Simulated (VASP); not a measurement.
# Bi2S2O with optB86b-vdW: from relaxation to properties, part 4 of 5

Aim: relax Bi2S2O, then compute properties on the relaxed cell. Left out of this account: 1 further run (bands with TB-mBJ: it diverged and was aborted). The start is a computed cell from the Materials Project.

VASP 6.6.1, plane waves and PAW; the level of theory is named at each step.

Still holding for the runs below: Spin-orbit coupling is off here; with elements this heavy it splits and shifts levels by tenths of an eV or more.

So far, gap on the k-mesh (eV): step 2 (relaxing cell and atoms (optB86b-vdW)) 1.09; step 5 (density of states (optB86b-vdW)) 0.997. The relaxed cell has a = 3.965, c = 13.926 Å (conventional setting).

### Step 6. Optical spectrum (optB86b-vdW)

Level of this step: optB86b-vdW; plane waves and PAW (Bi_d, S, O) (VASP).

LOPTICS sums transitions from filled to empty bands. NBANDS is raised for it.

File INCAR:

```
SYSTEM = Bi2S2O
PREC = Accurate
ENCUT = 520
EDIFF = 1E-06
NELM = 100
ISMEAR = 0
SIGMA = 0.05
LREAL = .FALSE.
ALGO = Normal
GGA = MK
AGGAC = 0
LUSE_VDW = .TRUE.
PARAM1 = 0.1234
PARAM2 = 1
LASPH = .TRUE.
NBANDS = 128
LORBIT = 11
LWAVE = .FALSE.
LCHARG = .FALSE.
KPAR = 8
LOPTICS = .TRUE.
NEDOS = 1500
CSHIFT = 0.1
```

File POSCAR:

```
Bi2S2O
1.0
    3.9648120617      0.0000000000      0.0000000000
    0.0000000000      3.9648120617      0.0000000000
    0.0000000000      0.0000000000     13.9264111794
Bi S O
4 4 2
Direct
    0.0000000000      0.5000000000      0.8681890592
    0.5000000000      0.0000000000      0.1318109408
    0.5000000000      0.0000000000      0.5910601621
    0.0000000000      0.5000000000      0.4089398379
    0.5000000000      0.0000000000      0.8947185854
    0.0000000000      0.5000000000      0.1052814146
    0.0000000000      0.5000000000      0.6869864213
    0.5000000000      0.0000000000      0.3130135787
    0.0000000000      0.0000000000      0.5000000000
    0.5000000000      0.5000000000      0.5000000000
```

File KPOINTS:

```
Automatic mesh
0
Gamma
10 10 3
0 0 0
```

The projector-augmented-wave data sets are Bi_d, S and O (PBE family, release 64).

Started as:

```bash
mpirun -np 8 vasp_std
```

Output:

```text
[... set-up lines as in an earlier step ...]
 entering main loop
       N       E                     dE             d eps       ncg     rms          rms(c)
DAV:   1     0.113471904864E+04    0.11347E+04   -0.36586E+04 10792   0.846E+02
DAV:   2     0.159087767748E+03   -0.97563E+03   -0.87432E+03 10760   0.271E+02
DAV:   3    -0.232228678998E+02   -0.18231E+03   -0.17286E+03 12168   0.116E+02
DAV:   4    -0.328740827328E+02   -0.96512E+01   -0.95754E+01 13128   0.270E+01
DAV:   5    -0.331809123171E+02   -0.30683E+00   -0.30669E+00 14160   0.466E+00    0.152E+01
DAV:   6    -0.274568392342E+02    0.57241E+01   -0.49091E+00 16512   0.151E+01    0.851E+00
DAV:   7    -0.271783342518E+02    0.27850E+00   -0.20102E+00 12616   0.390E+00    0.563E+00
DAV:   8    -0.271736559159E+02    0.46783E-02   -0.50741E-01 13048   0.166E+00    0.179E+00
DAV:   9    -0.271786815969E+02   -0.50257E-02   -0.39636E-02 13160   0.589E-01    0.269E-01
DAV:  10    -0.271788955717E+02   -0.21397E-03   -0.23104E-03 15568   0.153E-01    0.175E-01
DAV:  11    -0.271788057125E+02    0.89859E-04   -0.41589E-04 13552   0.538E-02    0.720E-02
DAV:  12    -0.271788881412E+02   -0.82429E-04   -0.12173E-04 12384   0.260E-02    0.258E-02
DAV:  13    -0.271788948728E+02   -0.67316E-05   -0.11780E-05 14368   0.919E-03    0.160E-02
DAV:  14    -0.271788985896E+02   -0.37169E-05   -0.49835E-06 11136   0.592E-03    0.304E-03
DAV:  15    -0.271788986091E+02   -0.19454E-07   -0.47696E-07  9920   0.214E-03
   1 F= -.27178899E+02 E0= -.27178899E+02  d E =-.511493E-11
 optical routines
 imaginary and real dielectric function
 recalculating local potential from charge density
 direction            1
 direction            2
 direction            3
```

Wall time 3.2 min (8 MPI ranks of Intel Xeon 6975P-C (Granite Rapids), shared host); peak memory 15 GiB; 25 min of CPU time.

OUTCAR, selected parts (step 6):

```text
   k-points           NKPTS =     42   k-points in BZ     NKDIM =     42   number of bands    NBANDS=    128

   NELECT =      96.0000    total number of electrons

 E-fermi :   5.8051

 k-point     1 :       0.0000    0.0000    0.0000
  band No.  band energies     occupation
    ...
     44       4.5010      2.00000
     45       4.6194      2.00000
     46       4.7629      2.00000
     47       4.8644      2.00000
     48       4.8644      2.00000
     49       7.1064      0.00000
     50       7.8697      0.00000
     51       9.4782      0.00000
     52       9.6943      0.00000
     53       9.6943      0.00000
    ...

  Total       -0.0067256     -0.0067256     -0.0349753      0.0000000      0.0000000      0.0000000
  in kB       -0.0492216     -0.0492216     -0.2559688      0.0000000      0.0000000      0.0000000
  external PRESSURE =      -0.1181373 kB  Pullay stress =       0.0000000 kB

 POSITION                                       TOTAL-FORCE (eV/Angst)
 -----------------------------------------------------------------------------------
      0.00000      1.98241     12.09076        -0.000000     -0.000000      0.002988
      1.98241      0.00000      1.83565         0.000000     -0.000000     -0.002988
      1.98241      0.00000      8.23135        -0.000000     -0.000000      0.000223
      0.00000      1.98241      5.69506        -0.000000     -0.000000     -0.000223
      1.98241      0.00000     12.46022         0.000000     -0.000000      0.004390
      0.00000      1.98241      1.46619         0.000000     -0.000000     -0.004390
      0.00000      1.98241      9.56726         0.000000      0.000000     -0.001980
      1.98241      0.00000      4.35916         0.000000      0.000000      0.001980
      0.00000      0.00000      6.96321         0.000000      0.000000      0.000000
      1.98241      1.98241      6.96321         0.000000     -0.000000      0.000000
 -----------------------------------------------------------------------------------
    total drift:                                0.000000     -0.000000      0.000000

  FREE ENERGIE OF THE ION-ELECTRON SYSTEM (eV)
  ---------------------------------------------------
  free  energy   TOTEN  =       -27.1788986091 eV

  energy  without entropy=      -27.1788986091  energy(sigma->0) =      -27.17889861

Total vdW correction in eV:     15.8903759

Total vdW correction in eV:     15.8903759

 plasma frequency squared (from intraband transitions) (eV^2)
  --------------------------------------------------------------------------------------
       0.000       0.000      -0.000
       0.000       0.000       0.000
      -0.000       0.000       0.000

[... 8 parts as in an earlier step ...]

[... 8 further parts left out ...]
```

These are independent-particle spectra without excitons or local fields, and fine structure depends on the mesh and on CSHIFT.

This step gave:

- electronic steps: 15
- bands: 128
- Fermi energy: 5.805 eV
- pressure: -0.01181 GPa

The imaginary dielectric function has structure finer than the step of the table below, so its rows give means over 0.5 eV, whole bins alone (the curve runs from 0 to 25.0 eV). Peaks (eV: height): xx 1.56: 18.0, 1.87: 26.4, 2.36: 22.8; zz 4.69: 19.6.

Imaginary dielectric function against photon energy; means over each step:

| photon energy (eV) | xx | zz |
| --- | --- | --- |
| 0.5 | 0.613 | 0.120 |
| 1.0 | 3.96 | 0.505 |
| 1.5 | 13.1 | 2.67 |
| 2.0 | 20.8 | 4.74 |
| 2.5 | 19.7 | 4.81 |
| 3.0 | 16.0 | 9.23 |
| 3.5 | 11.5 | 11.2 |
| 4.0 | 11.0 | 14.4 |
| 4.5 | 11.4 | 16.7 |
| 5.0 | 10.1 | 13.4 |
| 5.5 | 7.57 | 8.21 |
| 6.0 | 5.11 | 5.55 |
| 6.5 | 3.81 | 4.53 |
| 7.0 | 3.03 | 4.36 |
| 7.5 | 3.76 | 4.83 |
| 8.0 | 3.90 | 3.50 |
| 8.5 | 3.61 | 3.20 |
| 9.0 | 3.27 | 3.28 |
| 9.5 | 2.59 | 3.46 |
| 10.0 | 2.33 | 3.08 |
| 10.5 | 2.00 | 2.68 |
| 11.0 | 1.83 | 2.26 |
| 11.5 | 1.67 | 1.68 |
| 12.0 | 1.39 | 1.33 |
| 12.5 | 1.29 | 1.33 |
| 13.0 | 1.32 | 1.39 |
| 13.5 | 1.39 | 1.29 |
| 14.0 | 1.36 | 1.38 |
| 14.5 | 1.26 | 1.28 |
| 15.0 | 1.11 | 1.06 |
| 15.5 | 1.08 | 0.902 |
| 16.0 | 0.882 | 0.729 |
| 16.5 | 0.731 | 0.635 |
| 17.0 | 0.569 | 0.550 |
| 17.5 | 0.493 | 0.495 |
| 18.0 | 0.439 | 0.455 |
| 18.5 | 0.368 | 0.379 |
| 19.0 | 0.332 | 0.350 |
| 19.5 | 0.299 | 0.327 |
| 20.0 | 0.260 | 0.267 |
| 20.5 | 0.247 | 0.257 |
| 21.0 | 0.220 | 0.238 |
| 21.5 | 0.192 | 0.221 |
| 22.0 | 0.189 | 0.221 |
| 22.5 | 0.175 | 0.210 |
| 23.0 | 0.159 | 0.202 |
| 23.5 | 0.155 | 0.204 |
| 24.0 | 0.227 | 0.273 |
| 24.5 | 0.294 | 0.335 |

The real dielectric function by photon energy:

| photon energy (eV) | xx | zz |
| --- | --- | --- |
| 0 | 18.8 | 11.0 |
| 1 | 22.4 | 12.1 |
| 2 | 10.1 | 11.8 |
| 3 | 1.46 | 13.4 |
| 4 | 1.15 | 8.66 |
| 5 | -2.77 | -3.98 |
| 6 | -3.32 | -2.78 |
| 7 | -1.19 | -0.967 |
| 8 | -0.807 | -1.19 |
| 9 | -1.24 | -0.655 |
| 10 | -0.917 | -1.14 |
| 11 | -0.938 | -1.30 |
| 12 | -0.683 | -0.956 |
| 13 | -0.307 | -0.464 |
| 14 | -0.364 | -0.339 |
| 15 | -0.393 | -0.486 |
| 16 | -0.507 | -0.422 |
| 17 | -0.328 | -0.229 |
| 18 | -0.132 | -0.0863 |
| 19 | 0.0334 | 0.0791 |
| 20 | 0.160 | 0.184 |
| 21 | 0.252 | 0.296 |
| 22 | 0.374 | 0.408 |
| 23 | 0.477 | 0.504 |
| 24 | 0.674 | 0.668 |

This mesh misses the point of the least direct gap (0.94 eV in the band run), so the true onset lies lower. The mean of ε2 over directions passes 5 % of its top at 0.80 eV, against a least direct gap of 1.00 eV on this mesh; what lies under the gap is the tail of the broadening by CSHIFT.

(Part 4 of 5 ends here.)

[Lines on the potential files, build, host, timing and source positions are cut from VASP's logs without a mark.]

[Logs are printed without paths, hosts, clocks, repeated set-up lines and the standing remarks that a program may print on its own settings, such as how far it seeks lower states.]

[Hosts, paths, dates, database ids (printed as entryN), source tags and the programs' standing remarks are cut or masked in the printed files.]

[A measured line is paired with the nearest computed mode of its activity, which favours agreement.]
